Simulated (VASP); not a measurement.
# CsRe (F-43m) in VASP: reference runs

How does CsRe come out in PBE? The cell is run as given and disturbed, then over a range of volumes.

Everything below comes from runs of VASP 6.6.1. Logs are shortened: lines on timing, memory, paths and dates and some standing lists are left out, and cuts for length are marked.

## Step 1: Starting point

Symmetry: F-43m, No. 216, cubic system. The conventional cell has a = 6.252 Å, b = 6.252 Å, c = 6.252 Å, α = 90.00°, β = 90.00°, γ = 90.00°. Around Cs (site symmetry -43m) lie 4 Re at 2.71 Å. Around Re (site symmetry -43m) lie 4 Cs at 2.71 Å.

The cell was built by a generator and needn't be a form met in nature.

## Step 2: Single point, PBE

The input, INCAR:

```
SYSTEM = CsRe
  PREC = Accurate
  ENCUT = 520
  EDIFF = 1E-7
  ISMEAR = -1
  SIGMA = 0.05
  LREAL = .FALSE.
  LASPH = .TRUE.
  NELM = 60
  ALGO = Normal
  ISIF = 2
  LWAVE = .FALSE.
  LCHARG = .TRUE.
  GGA = PE
  LELF = .TRUE.
  LVHAR = .TRUE.
  NBANDS = 15
```

The input, KPOINTS:

```
Automatic mesh
0
G
  7 7 7
  0 0 0
```

The input, POSCAR:

```
CsRe
1.0
    0.0000000000      3.1261300000      3.1261300000
    3.1261300000      0.0000000000      3.1261300000
    3.1261300000      3.1261300000      0.0000000000
Cs Re
1 1
Direct
    0.2500000000      0.2500000000      0.2500000000
    0.0000000000      0.0000000000      0.0000000000
```

Potentials or basis: VASP PAW PBE potentials, release 64 (Cs_sv, Re).

Started as:

```sh
> cat potpaw_PBE.64/Cs_sv/POTCAR potpaw_PBE.64/Re/POTCAR > POTCAR
> mpirun -np 1 vasp_std > vasp.out
```

OUTCAR:

```text
SYSTEM = CsRe
   PREC = Accurate
   ENCUT = 520
   EDIFF = 1E-7
   ISMEAR = -1
   LREAL = .FALSE.
   LASPH = .TRUE.
   NELM = 60
   ISIF = 2
   GGA = PE

 ion  position               nearest neighbor table
   1  0.250  0.250  0.250-   2 2.71   2 2.71   2 2.71   2 2.71
   2  0.000  0.000  0.000-   1 2.71   1 2.71   1 2.71   1 2.71

  LATTYP: Found a face centered cubic cell.
 ALAT       =     6.2522600000

  Lattice vectors:

 A1 = (   0.0000000000,   3.1261300000,   3.1261300000)
 A2 = (   3.1261300000,   0.0000000000,   3.1261300000)
 A3 = (   3.1261300000,   3.1261300000,   0.0000000000)

Analysis of symmetry for initial positions (statically):
=====================================================================
 Subroutine PRICEL returns:
 Original cell was already a primitive cell.

 Routine SETGRP: Setting up the symmetry group for a
 face centered cubic supercell.

 Subroutine GETGRP returns: Found 24 space group operations
 (whereof 24 operations were pure point group operations)
 out of a pool of 48 trial point group operations.

The static configuration has the point symmetry T_d .

Analysis of symmetry for dynamics (positions and initial velocities):
=====================================================================
 Subroutine PRICEL returns:
 Original cell was already a primitive cell.

 Routine SETGRP: Setting up the symmetry group for a
 face centered cubic supercell.

 Subroutine GETGRP returns: Found 24 space group operations
 (whereof 24 operations were pure point group operations)
 out of a pool of 48 trial point group operations.

The dynamic configuration has the point symmetry T_d .

 Subroutine INISYM returns: Found 24 space group operations
 (whereof 24 operations are pure point group operations),
 and found     1 'primitive' translations

----------------------------------------------------------------------------------------

                                     Primitive cell

  volume of cell :      61.1014

  direct lattice vectors                    reciprocal lattice vectors
     0.000000000  3.126130000  3.126130000    -0.159942165  0.159942165  0.159942165
     3.126130000  0.000000000  3.126130000     0.159942165 -0.159942165  0.159942165
     3.126130000  3.126130000  0.000000000     0.159942165  0.159942165 -0.159942165

  length of vectors
     4.421015444  4.421015444  4.421015444     0.277027956  0.277027956  0.277027956

  position of ions in fractional coordinates (direct lattice)
     0.250000000  0.250000000  0.250000000
     0.000000000  0.000000000  0.000000000

  ion indices of the primitive-cell ions
   primitive index   ion index
                 1           1
                 2           2

----------------------------------------------------------------------------------------

 KPOINTS: Automatic mesh

Automatic generation of k-mesh.
 Grid dimensions read from file:
 generate k-points for:    7    7    7

 Generating k-lattice:

  Cartesian coordinates                     Fractional coordinates (reciprocal lattice)
    -0.022848881  0.022848881  0.022848881     0.142857143  0.000000000  0.000000000
     0.022848881 -0.022848881  0.022848881     0.000000000  0.142857143  0.000000000
     0.022848881  0.022848881 -0.022848881     0.000000000  0.000000000  0.142857143

  Length of vectors
     0.039575422  0.039575422  0.039575422

  Shift w.r.t. Gamma in fractional coordinates (k-lattice)
     0.000000000  0.000000000  0.000000000

 Subroutine IBZKPT returns following result:
 ===========================================

 Found     20 irreducible k-points:

 Following reciprocal coordinates:
            Coordinates               Weight
  0.000000  0.000000  0.000000      1.000000
  0.142857  0.000000  0.000000      8.000000
  0.285714  0.000000  0.000000      8.000000
  0.428571  0.000000  0.000000      8.000000
  0.142857  0.142857  0.000000      6.000000
  0.285714  0.142857  0.000000     24.000000
[... 12 lines left out ...]
 -0.428571  0.428571  0.142857     24.000000
 -0.285714  0.428571  0.142857     24.000000
   k-points           NKPTS =     20   k-points in BZ     NKDIM =     20   number of bands    NBANDS=     15
   number of dos      NEDOS =    301   number of ions     NIONS =      2
   total plane-waves  NPLWV =  46656
   dimension x,y,z NGX =    36 NGY =   36 NGZ =   36
   dimension x,y,z NGXF=    72 NGYF=   72 NGZF=   72
   ions per type =               1   1
   NGX,Y,Z   is equivalent  to a cutoff of  13.54, 13.54, 13.54 a.u.
   NGXF,Y,Z  is equivalent  to a cutoff of  27.07, 27.07, 27.07 a.u.
 SYSTEM =  CsRe
   PREC   = accura    normal or accurate (medium, high low for compatibility)
   ISTART =      0    job   : 0-new  1-cont  2-samecut
   ICHARG =      2    charge: 1-file 2-atom 10-const
   ISPIN  =      1    spin polarized calculation?
   LNONCOLLINEAR =      F non collinear calculations
   LSORBIT =      F    spin-orbit coupling
   LASPH  =      T    aspherical Exc in radial PAW
   ENCUT  =  520.0 eV  38.22 Ry    6.18 a.u.   8.22  8.22  8.22*2*pi/ulx,y,z
   NELM   =     60;   NELMIN=  2; NELMDL= -5     # of ELM steps
   EDIFF  = 0.1E-06   stopping-criterion for ELM
   LREAL  =      F    real-space projection
   EDIFFG = 0.1E-05   stopping-criterion for IOM
   NSW    =      0    number of steps for IOM
   IBRION =     -1    ionic relax: 0-MD 1-quasi-New 2-CG
   NFREE  =      0    steps in history (QN), initial steepest desc. (CG)
   ISIF   =      2    stress and relaxation
   ISYM   =      2    0-nonsym 1-usesym 2-fastsym
   POTIM  = 0.5000    time-step for ionic-motion
   TEBEG  =    0.0;   TEEND  =   0.0 temperature during run
   PSTRESS=    0.0 pullay stress
   NELECT =      16.0000    total number of electrons
   NUPDOWN=      -1.0000    fix difference up-down
   EMIN   =  10.00;   EMAX   =-10.00  energy-range for DOS
   EFERMI =   0.00;   METHOD = LEGACY
   ISMEAR =    -1;   SIGMA  =   0.05  broadening in eV -4-tet -1-fermi 0-gaus
   EFERMI_NEDOS =   21; number of points for ismear=-14 and -15
   IALGO  =     38    algorithm
   IMIX   =      4    mixing-type and parameters
     AMIX     =   0.40;   BMIX     =  1.00
     AMIX_MAG =   1.60;   BMIX_MAG =  1.00
  volume/ion in A,a.u.               =      30.55       206.17
  Fermi-wavevector in a.u.,A,eV,Ry     =   1.047364  1.979232 14.925212  1.096972
  Thomas-Fermi vector in A             =   2.182241
   LORBIT       =      0    0 simple, 1 ext, 2 COOP (PROOUT), +10 PAW based schemes
   GGA     = PE    functional components
   LHFCALC =     F    Hartree Fock is set to
   AEXX    =    0.0000 exact exchange contribution
   IVDW    =     0    specifies the selected vdW correction
   LEPSILON=     F    determine dielectric tensor
   LRPA    =     F    only Hartree local field effects (RPA)
 non-spin polarized calculation
  energy-cutoff  :      520.00
  volume of cell :       61.10
 maximum number of plane-waves:      1655
 NGX is ok and might be reduce to    36
   NGX = 17   NGY = 17   NGZ = 17

 number of electron      16.0000000 magnetization

 Free energy of the ion-electron system (eV)
  ---------------------------------------------------
  ext. energy  EPLUGINS =         0.00000000
  ---------------------------------------------------
  free energy    TOTEN  =        -4.81833222 eV

  energy without entropy =       -4.75074459  energy(sigma->0) =       -4.78453841

 E-fermi :   3.1612     XC(G=0):  -9.7427

 val. band max:        3.1608717127   @ k =  -0.2857   0.2857   0.0000
 cond. band min:       3.1765541934   @ k =   0.4286   0.2857   0.1429
 fundamental gap:      0.0156824808
 Fermi energy:         3.1611958283

 k-point     1 :       0.0000    0.0000    0.0000
  band No.  band energies     occupation
      1     -19.5625      2.00000
      2      -6.5660      2.00000
      3      -6.5660      2.00000
      4      -6.5660      2.00000
      5       0.7259      2.00000
      6       1.8867      2.00000
      7       1.8867      2.00000
      8       4.0112      0.00000
      9       4.0112      0.00000
     10       4.0112      0.00000
     11       6.6457      0.00000
     12       6.6457      0.00000
     13       6.6457      0.00000
     14      10.9487      0.00000
     15      12.0150      0.00000

 k-point     2 :       0.1429    0.0000    0.0000
  band No.  band energies     occupation
      1     -19.5356      2.00000
      2      -6.7196      2.00000
      3      -6.5544      2.00000
      4      -6.5544      2.00000
      5       1.2004      2.00000
      6       1.8270      2.00000
      7       1.8270      2.00000
      8       3.6385      0.00014
      9       3.9972      0.00000
     10       3.9972      0.00000
     11       6.1032      0.00000
     12       6.8068      0.00000
     13       6.8068      0.00000
     14      11.5416      0.00000
     15      11.6080      0.00000

 k-point     3 :       0.2857    0.0000    0.0000
  band No.  band energies     occupation
      1     -19.4747      2.00000
      2      -7.0169      2.00000
      3      -6.5297      2.00000
      4      -6.5297      2.00000
      5       1.8298      2.00000
      6       1.8298      2.00000
      7       2.1534      2.00000
      8       2.8096      1.99824
      9       3.6900      0.00005
     10       3.6900      0.00005
     11       5.8435      0.00000
     12       7.3297      0.00000
     13       7.3297      0.00000
     14      11.2664      0.00000
     15      11.2674      0.00000

 k-point     4 :       0.4286    0.0000    0.0000
  band No.  band energies     occupation
      1     -19.4253      2.00000
      2      -7.2190      2.00000
      3      -6.5113      2.00000
      4      -6.5113      2.00000
      5       1.9959      2.00000
      6       2.0219      2.00000
      7       2.0219      2.00000
      8       2.9031      1.98861
      9       3.1819      0.79542
     10       3.1819      0.79540
     11       6.5858      0.00000
     12       7.8315      0.00000
     13       7.8315      0.00000
     14      10.6558      0.00000
     15      11.5246      0.00000
[... 235 lines left out ...]
 k-point    18 :      -0.4286    0.2857    0.1429
  band No.  band energies     occupation
      1     -19.3943      2.00000
      2      -7.1280      2.00000
      3      -6.7287      2.00000
      4      -6.5005      2.00000
      5       1.3777      2.00000
      6       1.6100      2.00000
      7       2.2668      2.00000
      8       3.1268      1.33117
      9       3.4062      0.01478
     10       3.9935      0.00000
     11       6.5879      0.00000
     12       6.9893      0.00000
     13       8.4644      0.00000
     14      10.3961      0.00000
     15      11.5028      0.00000

 k-point    19 :      -0.4286    0.4286    0.1429
  band No.  band energies     occupation
      1     -19.3780      2.00000
      2      -7.2332      2.00000
      3      -6.6534      2.00000
      4      -6.4981      2.00000
      5       1.1456      2.00000
      6       1.4889      2.00000
      7       2.4195      2.00000
      8       2.9043      1.98834
      9       3.2180      0.48632
     10       4.7603      0.00000
     11       6.0161      0.00000
     12       7.7810      0.00000
     13       8.9118      0.00000
     14      10.2004      0.00000
     15      11.3234      0.00000

 k-point    20 :      -0.2857    0.4286    0.1429
  band No.  band energies     occupation
      1     -19.3739      2.00000
      2      -7.1133      2.00000
      3      -6.8082      2.00000
      4      -6.4966      2.00000
      5       1.1211      2.00000
      6       1.5140      2.00000
      7       2.2676      2.00000
      8       3.0319      1.85991
      9       3.4546      0.00564
     10       4.6029      0.00000
     11       6.4448      0.00000
     12       7.2578      0.00000
     13       8.6324      0.00000
     14      10.2729      0.00000
     15      11.6668      0.00000

------------------------ aborting loop because EDIFF is reached ----------------------------------------

  FORCE on cell =-STRESS in cart. coord.  units (eV):
  Direction    XX          YY          ZZ          XY          YZ          ZX
  --------------------------------------------------------------------------------------
  -------------------------------------------------------------------------------------
  Total        1.0941517      1.0941517      1.0941517     -0.0000000      0.0000000     -0.0000000
  in kB       28.6904278     28.6904278     28.6904278     -0.0000000      0.0000000     -0.0000000
  external PRESSURE =      28.6904278 kB  Pullay stress =       0.0000000 kB

 VOLUME and BASIS-vectors are now :
 -----------------------------------------------------------------------------
  energy-cutoff  :      520.00
  volume of cell :       61.10
      direct lattice vectors                 reciprocal lattice vectors
     0.000000000  3.126130000  3.126130000    -0.159942165  0.159942165  0.159942165
     3.126130000  0.000000000  3.126130000     0.159942165 -0.159942165  0.159942165
     3.126130000  3.126130000  0.000000000     0.159942165  0.159942165 -0.159942165

 POSITION                                       TOTAL-FORCE (eV/Angst)
 -----------------------------------------------------------------------------------
      1.56306      1.56306      1.56306        -0.000000     -0.000000     -0.000000
      0.00000      0.00000      0.00000         0.000000      0.000000      0.000000
 -----------------------------------------------------------------------------------
    total drift:                                0.000000      0.000000      0.000000

  FREE ENERGIE OF THE ION-ELECTRON SYSTEM (eV)
  ---------------------------------------------------
  free  energy   TOTEN  =        -4.8183322219 eV

  energy  without entropy=       -4.7507445906  energy(sigma->0) =       -4.78453841
```

Run time: 21 s. Hardware: 1 thread of Intel Xeon Platinum 8259CL at 2.50GHz (Skylake/Cascade Lake), shared host; peak memory 0.2 GiB.

What came out:

| Quantity | Value |
| --- | --- |
| Free energy | -4.8183 eV |
| Pressure | 2.9 GPa |
| Band gap on the k mesh | none (metal or under the smearing width) |

Levels at points of the mesh, in eV from the Fermi level:
| k point | band 6 | band 7 | band 8 | band 9 | band 10 | band 11 |
| --- | --- | --- | --- | --- | --- | --- |
| (0.00, 0.00, 0.00) | -1.27 | -1.27 | 0.85 | 0.85 | 0.85 | 3.48 |

## Step 3: Single point, PBE (atoms moved at random, drawn with an rms of 0.05 Å)

The input, INCAR:

```
PREC = Accurate ; ENCUT = 520
EDIFF = 1E-7 ; ISMEAR = -1
SIGMA = 0.05 ; LREAL = False
LASPH = True ; NELM = 60
ALGO = Normal ; ISIF = 2
LWAVE = False ; LCHARG = True
GGA = PE ; LELF = True
LVHAR = True ; NBANDS = 15
```

The input, KPOINTS:

```
Automatic mesh
0
Gamma
  7 7 7
```

The input, POSCAR:

```
CsRe
1.0
    0.0000000000      3.1261300000      3.1261300000
    3.1261300000      0.0000000000      3.1261300000
    3.1261300000      3.1261300000      0.0000000000
Cs Re
1 1
Direct
    0.2532130000      0.2363650000      0.2567770000
    0.0024070000      0.0060540000     -0.0051500000
```

Potentials or basis: VASP PAW PBE potentials, release 64 (Cs_sv, Re).

Started as:

```sh
> cat potpaw_PBE.64/Cs_sv/POTCAR potpaw_PBE.64/Re/POTCAR > POTCAR
> mpirun -np 1 vasp_std > vasp.out
```

OUTCAR:

```text
PREC = Accurate
   ENCUT = 520
   EDIFF = 1E-7
   ISMEAR = -1
   LREAL = False
   LASPH = True
   NELM = 60
   ISIF = 2
   GGA = PE

 ion  position               nearest neighbor table
   1  0.253  0.236  0.257-   2 2.66   2 2.68   2 2.71   2 2.78
   2  0.002  0.006  0.995-   1 2.66   1 2.68   1 2.71   1 2.78

  LATTYP: Found a face centered cubic cell.
 ALAT       =     6.2522600000

  Lattice vectors:

 A1 = (   0.0000000000,   3.1261300000,   3.1261300000)
[... 618 lines left out ...]

------------------------ aborting loop because EDIFF is reached ----------------------------------------

  FORCE on cell =-STRESS in cart. coord.  units (eV):
  Direction    XX          YY          ZZ          XY          YZ          ZX
  --------------------------------------------------------------------------------------
  -------------------------------------------------------------------------------------
  Total        1.1142667      1.1080317      1.0902556      0.3539347      0.1236328     -0.2359053
  in kB       29.2178755     29.0543839     28.5882654      9.2807416      3.2418508     -6.1858181
  external PRESSURE =      28.9535083 kB  Pullay stress =       0.0000000 kB

 VOLUME and BASIS-vectors are now :
 -----------------------------------------------------------------------------
  energy-cutoff  :      520.00
  volume of cell :       61.10
      direct lattice vectors                 reciprocal lattice vectors
     0.000000000  3.126130000  3.126130000    -0.159942165  0.159942165  0.159942165
     3.126130000  0.000000000  3.126130000     0.159942165 -0.159942165  0.159942165
     3.126130000  3.126130000  0.000000000     0.159942165  0.159942165 -0.159942165

 POSITION                                       TOTAL-FORCE (eV/Angst)
 -----------------------------------------------------------------------------------
      1.54163      1.59430      1.53048        -0.063557      0.064740     -0.077616
      3.12896      3.11756      0.02645         0.063557     -0.064740      0.077616
 -----------------------------------------------------------------------------------
    total drift:                                0.000052     -0.000067      0.000162

  FREE ENERGIE OF THE ION-ELECTRON SYSTEM (eV)
  ---------------------------------------------------
  free  energy   TOTEN  =        -4.8234468523 eV

  energy  without entropy=       -4.7613467339  energy(sigma->0) =       -4.79239679
```

OSZICAR:

```text
N       E                     dE             d eps       ncg     rms          rms(c)
DAV:   1     0.755582487884E+02    0.75558E+02   -0.70035E+03  7867   0.102E+03
DAV:   2    -0.124125677399E+01   -0.76800E+02   -0.70716E+02  8443   0.219E+02
DAV:   3    -0.515819521083E+01   -0.39169E+01   -0.38686E+01  7950   0.548E+01
DAV:   4    -0.518856289071E+01   -0.30368E-01   -0.30216E-01  5926   0.393E+00
DAV:   5    -0.519000358347E+01   -0.14407E-02   -0.14402E-02  8906   0.914E-01    0.129E+01
DAV:   6    -0.490304411610E+01    0.28696E+00   -0.53536E-01  8412   0.113E+01    0.910E+00
DAV:   7    -0.485111794861E+01    0.51926E-01   -0.25423E-01  8569   0.104E+01    0.251E+00
DAV:   8    -0.482399169392E+01    0.27126E-01   -0.53230E-02  8615   0.338E+00    0.319E-01
DAV:   9    -0.482338136567E+01    0.61033E-03   -0.38172E-03  7377   0.434E-01    0.756E-02
DAV:  10    -0.482345653870E+01   -0.75173E-04   -0.46552E-04  8545   0.204E-01    0.338E-02
DAV:  11    -0.482344200582E+01    0.14533E-04   -0.57510E-05  7999   0.557E-02    0.125E-02
DAV:  12    -0.482344617588E+01   -0.41701E-05   -0.60540E-06  7860   0.175E-02    0.278E-03
DAV:  13    -0.482344686199E+01   -0.68612E-06   -0.48655E-07  7728   0.452E-03    0.173E-03
DAV:  14    -0.482344685229E+01    0.97069E-08   -0.11440E-07  5935   0.251E-03
   1 F= -.48234469E+01 E0= -.47923968E+01  d E =-.621001E-01
```

stdout:

```text
POSCAR found type information on POSCAR CsRe
 POSCAR found :  2 types and       2 ions
 scaLAPACK will be used
 LDA part: xc-table for (Slater+PW92), standard interpolation
 POSCAR, INCAR and KPOINTS ok, starting setup
 FFT: planning ... GRIDC
 FFT: planning ... GRID_SOFT
 FFT: planning ... GRID
 WAVECAR not read
 entering main loop
```

Wall time 2.4 min (1 thread of Intel Xeon Platinum 8259CL at 2.50GHz (Skylake/Cascade Lake), shared host); peak memory 0.33 GiB.

Results:

```yaml
Free_energy: -4.8234 eV
Pressure: 2.9 GPa
Largest_force: 0.119 eV/Å
Band_gap_on_the_k_mesh: none (metal or under the smearing width)
```

Forces in eV/Å, atoms in the order of the input:
```
Cs  -0.064  0.065 -0.078
Re   0.064 -0.065  0.078
```

Stress tensor (GPa, compression positive):
```
 2.92  0.93 -0.62
 0.93  2.91  0.32
-0.62  0.32  2.86
```

[end of part 1 of 2]
